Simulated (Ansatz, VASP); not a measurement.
# SnSeS: VASP beside Ansatz

Aim: how closely do two programs agree when they are given the same cell, functional and k mesh? Of the first pair: The structure shown is the start of the Ansatz relaxation below; VASP solves that cell, so the two are compared at the walk's first step.

Main program and level: Ansatz 0.2.0; plane waves, with VASP 6.6.1 beside it; single point at LDA.

### 1. Set-up

The cell holds 3 atoms: 1 Sn, 1 S and 1 Se. Its edges and angles: a = 3.800 Å, b = 3.800 Å, c = 30.000 Å, α = 90.0°, β = 90.0°, γ = 120.0°. Vacuum lies along c. The height across the vacuum is the one that the program set for its solve, not the one typed.

### 2. Ansatz: relaxation, LDA

Ansatz runs on its default PAW (the set named soft_2) files.

The two programs are compared at the cell with which this relaxation starts, whose forces are those of its first step.

Contents of input.yaml:

```yaml
crystal:
  lattice:
    - [3.8, 0.0, 0.0]
    - [-1.9, 3.2909, 0.0]
    - [0.0, 0.0, 20.0]
  atoms:
    - { symbol: Sn, position: [0.0, 0.0, 0.5] }
    - { symbol: S, position: [0.333333, 0.666667, 0.575] }
    - { symbol: Se, position: [0.666667, 0.333333, 0.42] }
  periodic: [true, true, false]
kpoints:
  mp_grid: { grid: [6, 6, 1] }
hamiltonian:
  xc: lda
scf:
  occupations: { method: gaussian, width: 0.1 }
output:
  forces: true
  stress: true
  eigenvalues: true
relax:
  adjacent_minimum: "off"
  f_tol: 0.05
  max_steps: 80
  cell: { stress_2d_tol: 0.02 }
```

Command:

```sh
$ ansatz run input.yaml --threads 8 --pin off --max-ram 14336MiB --backend cpu --events-out ev --progress --plain --runs-dir out
```

Numbers of over 12 decimals in the logs are rounded to 6 here.

The log of the run:

```text
Warning: crystal.periodic: the lattice vector that does not repeat stood 0.000° off the slab's normal, 20.000 Å along it as the deck builds it. The run solves the slab on a vector along the normal, 30.000 Å long, with every atom where it was (on the deck's vector they left 16.90 Å outside them, and the widest stretch free of ions among them is 1.60 Å). A fractional position that the run reports is one of the run's ce [...]
Warning: the atoms were moved onto the symmetric positions of the space group found under crystal.symmetry.tolerance 1.0e-5 (fractional; no operation is sought that the atoms, as they stand in a round, miss by more than twice it, and no atom is moved by as much as it), and the run uses the moved positions. Before a round's move an operation carried an atom to 3.80e-6 Å from where it should land, the largest such dist [...]
The last accepted step is kept in <dir> (removed where the run ends without a failure and the disk answers)
[...]
SCF 3 converged in 12 iterations: F = -12133.216655 eV  dr2 = 4.05e-13
relax step   3: F+E_penalty+E_count = -12133.21665539 eV  Δ(F+E_penalty+E_count) = -8.954e-2 eV  max|allowed force component| = 1.150e-1 eV/Å  Δτ_max = 0.0389 Å  P = -0.741 N/m  Ω = 359.984 Å³  energy of the carried Pulay correction = +7.522e-4 eV  fix = [c, alpha, beta]  reactions: c -0.000 N/m  (12 SCF iters, accepted)
[...]
relax step   4: F+E_penalty+E_count = -12133.22064543 eV  Δ(F+E_penalty+E_count) = -3.990e-3 eV  max|allowed force component| = 2.434e-2 eV/Å  Δτ_max = 0.0017 Å  P = +0.103 N/m  Ω = 354.687 Å³  energy of the carried Pulay correction = +1.022e-3 eV  fix = [c, alpha, beta]  reactions: c +0.000 N/m  (6 SCF iters, dr2 threshold 3.00e-7 eV, accepted)
[...]
relax step   5: F+E_penalty+E_count = -12133.22069853 eV  Δ(F+E_penalty+E_count) = -5.310e-5 eV  max|allowed force component| = 1.904e-3 eV/Å  Δτ_max = 0.0014 Å  P = -0.003 N/m  Ω = 355.185 Å³  energy of the carried Pulay correction = +9.965e-4 eV  fix = [c, alpha, beta]  reactions: c -0.000 N/m  (6 SCF iters, dr2 threshold 1.53e-8 eV, accepted)
[...]
relax step   6: F+E_penalty+E_count = -12133.21966984 eV  Δ(F+E_penalty+E_count) = +1.029e-3 eV  max|allowed force component| = 1.195e-3 eV/Å  Δτ_max = 0.0000 Å  P = -0.002 N/m  Ω = 355.185 Å³  fix = [c, alpha, beta]  reactions: c -0.000 N/m  stress off target by 2.11e-3 N/m on what of the cell is left free  SCF on the basis re-selected at this cell (its energy is not comparable with the rows above)  (8 SCF iters)
basis re-selected at this cell: Δ(F+E_penalty+E_count) = +1.029e-3 eV, ΔP = +0.001 N/m vs the last step (what re-selecting the basis moved, of the pressure what is left beyond the Pulay correction that the steps carried, after the strain that the cell walked since its last selection, with what the two solves' SCF thresholds leave and, on support functions, any second-order correction that the steps lacked; it is no measure of the basis error at this ecutwfc). The dense FFT grid was sized anew with the basis: this SCF ran on 25×25×216 points, the steps before it on 27×27×216, so part of this shift can come from that change (see relax.cell in the input reference). [rest of the remark cut]
SCF converged after 8 iterations
Free energy (F): -12133.219670 eV
Harris-Foulkes:  -12133.219670 eV  (|F-HF|=1.82e-12)
Internal energy: -12133.219670 eV  (E = F + TS)
E sigma→0 (E₀):  -12133.219670 eV
Fermi energy:    -5.880915 eV
--- Per-component energies (eV) ---
  E_band       = -989.053042
  E_kinetic    = 415.599390
  E_local      = -63777.894220  (includes V_loc(G=0)·N_el)
  E_nonlocal   = -585.978132
  E_hartree    = 31698.910917
  E_xc         = -577.337028
  E_vxc        = -283.348049  (∫ρ·V_xc dr)
  E_paw        = -6395.872189  (= ΣΔE_a)
  E_vpaw       = -155.253192  (= ΣTr[D̂ρ^β])
  E_aug_tail   = -0.000610  (compensation charges beyond the density's cutoff)
  E_ewald      = 27086.556744
  E_core_change = 2.795458  (= ΣΔE_core)
  E_smearing   = -0.000000  (= −TS)
  E_closure    = 0.000000  (closes the sum)
  Σ components = -12133.219670   (vs F -12133.219670, Δ=0.00e0)
--- Forces (eV/Å), atoms counted from 1 ---
  atom   1  Sn    -0.00000000    -0.00000000    -0.00053970
  atom   2  S      0.00000000     0.00000000    -0.00090618
  atom   3  Se     0.00000000    -0.00000000     0.00106940
  max |Σ_I F_I| component: 3.76e-4 eV/Å
--- 2D stress c σ (N/m, compression-positive) ---
       -0.002113      -0.000000       0.000000
        0.000000      -0.002113      -0.000000
        0.000000      -0.000000      -0.000000
  P = ½ c Tr σ = -0.0021 N/m
--- Band table (eV; the first three rows and the last of 7) ---
  k-point 0: bands = ["-53.1196", "-53.1196", "-53.1027", "-53.1027", "-53.0951", "-27.4415", "-27.4415", "-27.3929", "-27.3727", "-27.3727", "-20.2799", "-18.6104", "-11.9238", "-7.6227", "-7.2620", "-7.2620", "-6.3039", "-6.3039", "-4.5619", "-3.0983", "-1.5233", "-1.5233"]
  k-point 1: bands = ["-53.1196", "-53.1194", "-53.1027", "-53.1027", "-53.0950", "-27.4575", "-27.4282", "-27.3856", "-27.3784", "-27.3710", "-19.9792", "-18.3958", "-12.0244", "-8.8414", "-7.8130", "-7.6890", "-7.4480", "-6.3812", "-3.9125", "-2.3230", "-1.2074", "-0.9190"]
  k-point 2: bands = ["-53.1196", "-53.1189", "-53.1029", "-53.1027", "-53.0948", "-27.4947", "-27.4123", "-27.4004", "-27.3566", "-27.3548", "-19.1689", "-17.9751", "-12.8737", "-10.4699", "-8.7969", "-8.5924", "-7.2076", "-6.6369", "-4.8993", "-2.0521", "-0.8107", "-0.3221"]
  k-point 6: bands = ["-53.1191", "-53.1190", "-53.1029", "-53.1029", "-53.0946", "-27.4640", "-27.4611", "-27.3737", "-27.3730", "-27.3470", "-18.0395", "-17.8836", "-13.8100", "-10.4457", "-10.1903", "-9.9232", "-7.4111", "-7.2513", "-4.3039", "-0.9237", "-0.8200", "0.5060"]
--- Relaxed structure (5 steps of the walk, 4 accepted, 1 SCFs on fresh bases) ---
  F+E_penalty+E_count = -12133.21966984 eV   max|allowed force component| = 1.195e-3 eV/Å   (the final SCF, on the basis selected at the relaxed cell)
  cell:  # Å, volume = 355.1848 Å³
    - [3.697441, 0.0, 0]
    - [-1.848720, 3.202078, 0]
    - [0, 0, 30.0]
  atoms:
    - { symbol: Sn, position: [5.661092018109386e-19, 0, 0.333893] }
    - { symbol: S, position: [0.333333, 0.666667, 0.382080] }
    - { symbol: Se, position: [0.666667, 0.333333, 0.280694] }
```

The column dr2 measures how far the density is from self-consistency, as an energy; F and HF (Harris–Foulkes) agree once it is small.

### 3. VASP: single point, LDA, start cell, pair 1

The same cell, functional (in two slightly different forms), mesh and smearing now go to VASP, with its own data sets.

Lines of VASP's logs that name or quote its potential files are left out, and so is its time.

Contents of INCAR:

```
SYSTEM = SnSeS
PREC = Accurate
ENCUT = 400
EDIFF = 1E-06
NELM = 120
ISMEAR = 0
SIGMA = 0.1
LREAL = .FALSE.
ALGO = Normal
GGA = CA
NBANDS = 19
LORBIT = 11
LWAVE = .FALSE.
LCHARG = .FALSE.
ISIF = 2
LDIPOL = .TRUE.
IDIPOL = 3
DIPOL = 0.5 0.5 0.332
LVHAR = .TRUE.
LASPH = .TRUE.
GGA_COMPAT = .FALSE.
EFERMI = MIDGAP
NELMDL = -8
```

Contents of POSCAR:

```
SnSeS
1.0
    3.8000020000      0.0000000000      0.0000000000
   -1.9000010000      3.2908980000      0.0000000000
    0.0000000000      0.0000000000     30.0000000000
Sn S Se
1 1 1
Direct
    0.0000000000      0.0000000000      0.3333333333
    0.3333333333      0.6666666667      0.3833333333
    0.6666666667      0.3333333333      0.2800000000
```

Contents of KPOINTS:

```
Automatic mesh
0
Gamma
6 6 1
0 0 0
```

The projector-augmented-wave data sets are Sn_d, S and Se (LDA family, release 64).

Command:

```sh
$ mpirun -np 1 vasp_std
```

The log of the run:

```text
[banner, memory and clock lines left out]
running    1 mpi-ranks, on    1 nodes
 distrk:  each k-point on    1 cores,    1 groups
 distr:  one band on    1 cores,    1 groups

 POSCAR found type information on POSCAR SnS Se
 POSCAR found :  3 types and       3 ions
 LDA part: xc-table for (Slater(with rela. corr.)+CA(PZ))
 , standard interpolation
 POSCAR, INCAR and KPOINTS ok, starting setup
 FFT: planning ... GRIDC
 FFT: planning ... GRID_SOFT
 FFT: planning ... GRID
 WAVECAR not read
 entering main loop
       N       E                     dE             d eps       ncg     rms          rms(c)
DAV:   1     0.167301640203E+03    0.16730E+03   -0.93842E+03   322   0.835E+02
DAV:   2     0.656662953402E+01   -0.16074E+03   -0.15673E+03   347   0.213E+02
DAV:   3    -0.138559715545E+02   -0.20423E+02   -0.20342E+02   329   0.875E+01
DAV:   4    -0.145663459704E+02   -0.71037E+00   -0.70861E+00   358   0.197E+01
DAV:   5    -0.145794869333E+02   -0.13141E-01   -0.13140E-01   424   0.267E+00
DAV:   6    -0.145795625012E+02   -0.75568E-04   -0.75568E-04   379   0.191E-01
DAV:   7    -0.145795662856E+02   -0.37845E-05   -0.37844E-05   427   0.342E-02
DAV:   8    -0.145795663218E+02   -0.36203E-07   -0.36206E-07   312   0.376E-03    0.618E+00
DAV:   9    -0.141833127112E+02    0.39625E+00   -0.10208E+00   409   0.944E+00    0.431E+00
DAV:  10    -0.141526262072E+02    0.30687E-01   -0.35159E-01   324   0.350E+00    0.934E-01
DAV:  11    -0.141454381326E+02    0.71881E-02   -0.76883E-02   352   0.192E+00    0.336E-01
DAV:  12    -0.141449351489E+02    0.50298E-03   -0.65992E-03   319   0.518E-01    0.195E-01
DAV:  13    -0.141449828855E+02   -0.47737E-04   -0.14017E-03   353   0.204E-01    0.821E-02
DAV:  14    -0.141450249298E+02   -0.42044E-04   -0.15980E-04   342   0.813E-02    0.430E-02
DAV:  15    -0.141450674283E+02   -0.42499E-04   -0.41241E-05   344   0.430E-02    0.890E-03
DAV:  16    -0.141451024372E+02   -0.35009E-04   -0.17193E-05   315   0.214E-02    0.801E-03
DAV:  17    -0.141451360263E+02   -0.33589E-04   -0.48753E-06   314   0.105E-02    0.433E-03
DAV:  18    -0.141451802791E+02   -0.44253E-04   -0.43039E-06   263   0.639E-03    0.659E-03
DAV:  19    -0.141451963275E+02   -0.16048E-04   -0.71885E-07   286   0.288E-03    0.399E-03
DAV:  20    -0.141452153299E+02   -0.19002E-04   -0.14175E-06   235   0.333E-03    0.979E-04
DAV:  21    -0.141452195468E+02   -0.42169E-05   -0.10443E-07   302   0.140E-03    0.882E-04
DAV:  22    -0.141452232356E+02   -0.36888E-05   -0.49985E-08   269   0.878E-04    0.358E-04
DAV:  23    -0.141452253465E+02   -0.21110E-05   -0.38176E-08   280   0.604E-04    0.374E-04
DAV:  24    -0.141452262924E+02   -0.94587E-06   -0.26732E-08   269   0.680E-04
   1 F= -.14145226E+02 E0= -.14145226E+02  d E =-.156643E-10
```

Parts of OUTCAR (step 3):

```text
ion  position               nearest neighbor table
   1  0.000  0.000  0.333-   2 2.66   2 2.66   2 2.66   3 2.72   3 2.72   3 2.72
   2  0.333  0.667  0.383-   1 2.66   1 2.66   1 2.66
   3  0.667  0.333  0.280-   1 2.72   1 2.72   1 2.72

  LATTYP: Found a hexagonal cell.
 ALAT       =     3.8000020000
 C/A-ratio  =     7.8947326870

 Subroutine GETGRP returns: Found  6 space group operations
 (whereof  6 operations were pure point group operations)

The static configuration has the point symmetry C_3v.

 Found      7 irreducible k-points:

   k-points           NKPTS =      7   k-points in BZ     NKDIM =      7   number of bands    NBANDS=     19

   dimension x,y,z NGX =    28 NGY =   28 NGZ =  196
   dimension x,y,z NGXF=    56 NGYF=   56 NGZF=  392

   ENCUT  =  400.0 eV  29.40 Ry    5.42 a.u.   6.20  6.20 48.92*2*pi/ulx,y,z

   NELECT =      26.0000    total number of electrons

 k-points in reciprocal lattice and weights: Automatic mesh
   0.00000000  0.00000000  0.00000000       0.028
   0.16666667  0.00000000  0.00000000       0.167
   0.33333333  0.00000000  0.00000000       0.167
   0.50000000  0.00000000  0.00000000       0.083
   0.16666667  0.16666667  0.00000000       0.167
   0.33333333  0.16666667  0.00000000       0.333
   0.33333333  0.33333333  0.00000000       0.056

 dipolmoment           0.000000      0.000000      0.029234 electrons x Angstroem

 average (electrostatic) potential at core
       1-110.7298       2 -95.4225       3 -67.8061

 E-fermi :  -4.0071

 k-point     1 :       0.0000    0.0000    0.0000
  band No.  band energies     occupation
    ...
      9      -5.4454      2.00000
     10      -5.1226      2.00000
     11      -5.1226      2.00000
     12      -4.4570      2.00000
     13      -4.4570      2.00000
     14      -2.8788      0.00000
     15      -1.3089      0.00000
     16       0.2857      0.00000
     17       0.2857      0.00000
     18       1.4743      0.00000
    ...

 k-point     2 :       0.1667    0.0000    0.0000
  band No.  band energies     occupation
    ...
      9      -6.5986      2.00000
     10      -5.6612      2.00000
     11      -5.6336      2.00000
     12      -5.3061      2.00000
     13      -4.4746      2.00000
     14      -2.2384      0.00000
     15      -0.5164      0.00000
     16       0.5368      0.00000
     17       0.8152      0.00000
     18       1.8161      0.00000
    ...

 k-point     3 :       0.3333    0.0000    0.0000
  band No.  band energies     occupation
    ...
      9      -8.1316      2.00000
     10      -6.5748      2.00000
     11      -6.3867      2.00000
     12      -5.1054      2.00000
     13      -4.6756      2.00000
     14      -3.0544      0.00000
     15      -0.2135      0.00000
     16       1.1553      0.00000
     17       1.3772      0.00000
     18       2.0458      0.00000
    ...

  Total       -2.4207994     -2.4207991     -1.8411040     -0.0000000      0.0000000      0.0000000
  in kB      -10.3383181    -10.3383164     -7.8626582     -0.0000000      0.0000000      0.0000000
  external PRESSURE =      -9.5130976 kB  Pullay stress =       0.0000000 kB

  energy-cutoff  :      400.00
  volume of cell :      375.16
      direct lattice vectors                 reciprocal lattice vectors
     3.800002000  0.000000000  0.000000000     0.263157756  0.151934214  0.000000000
    -1.900001000  3.290898000  0.000000000     0.000000000  0.303868427  0.000000000
     0.000000000  0.000000000 30.000000000     0.000000000  0.000000000  0.033333333

 POSITION                                       TOTAL-FORCE (eV/Angst)
 -----------------------------------------------------------------------------------
      0.00000      0.00000     10.00000         0.000000      0.000000      0.389146
     -0.00000      2.19393     11.50000        -0.000000      0.000000     -0.786172
      1.90000      1.09697      8.40000         0.000000      0.000000      0.397026
 -----------------------------------------------------------------------------------
    total drift:                                0.000000      0.000001      0.001883

  FREE ENERGIE OF THE ION-ELECTRON SYSTEM (eV)
  ---------------------------------------------------
  free  energy   TOTEN  =       -14.1452262924 eV

  energy  without entropy=      -14.1452262924  energy(sigma->0) =      -14.14522629

 vacuum level on the upper side and lower side of the slab         2.296         1.874

 total charge
# of ion       s       p       d       tot
------------------------------------------
    1        1.063   1.001  10.095  12.160
    2        1.367   2.275   0.000   3.642
    3        1.487   2.305   0.025   3.817
--------------------------------------------------
tot          3.917   5.581  10.121  19.619

[... 3 further parts left out ...]
```

The run ends at a pressure of -0.95 GPa, with forces up to 0.79 eV/Å.

### 4. Side by side

Known differences besides the potentials themselves: the two LDA forms differ slightly; Ansatz cuts the interaction across the vacuum, VASP repeats the sheet with a dipole correction; the data sets hold 36 valence electrons in Ansatz (on its default PAW (the set named soft_2) files) and 26 in VASP; VASP's log shows a relativistic correction to its local exchange, Ansatz's none; Ansatz takes its cutoff from its data sets, VASP runs at 400 eV. Total energies have different zeros and are not compared.

Forces (eV/Å; atoms numbered as in POSCAR):

```tsv
atom	Ansatz x, y, z	VASP x, y, z
Sn1	0.000, 0.000, 0.367	0.000, 0.000, 0.389
S2	0.000, 0.000, -0.788	0.000, 0.000, -0.786
Se3	0.000, 0.000, 0.420	0.000, 0.000, 0.397
```

The forces differ by 11 meV/Å r.m.s., which is 3.3 % of the r.m.s. force of 0.321 eV/Å (both taken over all components). With vacuum in the cell, a pressure given here is an average over mostly empty space and none of the material.

### 5. Ansatz: relaxation, LDA

The two programs are compared at the cell with which this relaxation starts, whose forces are those of its first step.

The structure compared here is the start of the Ansatz relaxation; VASP solves that cell, so the two are compared at the walk's first step.

Contents of input.yaml:

```yaml
crystal:
  lattice:
    - [3.6974409153, 0.0, 0.0]
    - [-1.8487204576, 3.2020777616, 0.0]
    - [0.0, 0.0, 30.0]
  atoms:
    - { symbol: Sn, position: [0.0, 0.0, 0.3338926827] }
    - { symbol: S, position: [0.3333333333, 0.6666666667, 0.3820802646] }
    - { symbol: Se, position: [0.6666666667, 0.3333333333, 0.2806937193] }
  periodic: [true, true, false]
kpoints:
  mp_grid: { grid: [9, 9, 1] }
hamiltonian:
  xc: lda
scf:
  occupations: { method: gaussian, width: 0.02 }
output:
  forces: true
  stress: true
  eigenvalues: true
  write_density: true
  write_potential: true
  elf: true
  volumetric_format: npy
relax:
  adjacent_minimum: "off"
  f_tol: 0.005
  max_steps: 80
  cell: { stress_2d_tol: 0.02 }
```

Command:

```sh
$ ansatz run input.yaml --threads 8 --pin off --max-ram 14336MiB --backend cpu --events-out ev --progress --plain --runs-dir out
```

The log of the run:

```text
[...]
Crystal: 3 atoms, lattice volume = 355.185 Å³
Basis set: ecut = 420 eV, 6977 PW (Γ)
Bands: 22, of which v1, the nominal top of the filled ones, is band 18 counted from 1 (17 counted from 0)
Symmetry: 6 space group operations
[...]
k-points: 12 of 81 (time reversal used)
[...]
--- Relaxed structure (4 steps of the walk, 3 accepted, 1 SCFs on fresh bases) ---
[...]
cell:  # Å, volume = 354.5287 Å³
    - [3.694024, -2.8840917660599585e-11, 0]
    - [-1.847012, 3.199119, 0]
    - [0, 0, 30.0]
  atoms:
    - { symbol: Sn, position: [0, 0, 0.333900] }
    - { symbol: S, position: [0.333333, 0.666667, 0.382139] }
    - { symbol: Se, position: [0.666667, 0.333333, 0.280628] }
[key lines of the parts left out:]
SCF converged after 7 iterations
Free energy (F): -12133.231369 eV
Fermi energy:    -5.843856 eV
P = ½ c Tr σ = 0.0031 N/m
```

(Continued in part 2 of 2.)

[Lines on the potential files, build, host, timing and source positions are cut from VASP's logs without a mark.]

[Logs are printed without paths, hosts, clocks, repeated set-up lines and the standing remarks that a program may print on its own settings, such as how far it seeks lower states.]

[Hosts, paths, dates, database ids (printed as entryN), source tags and the programs' standing remarks are cut or masked in the printed files.]
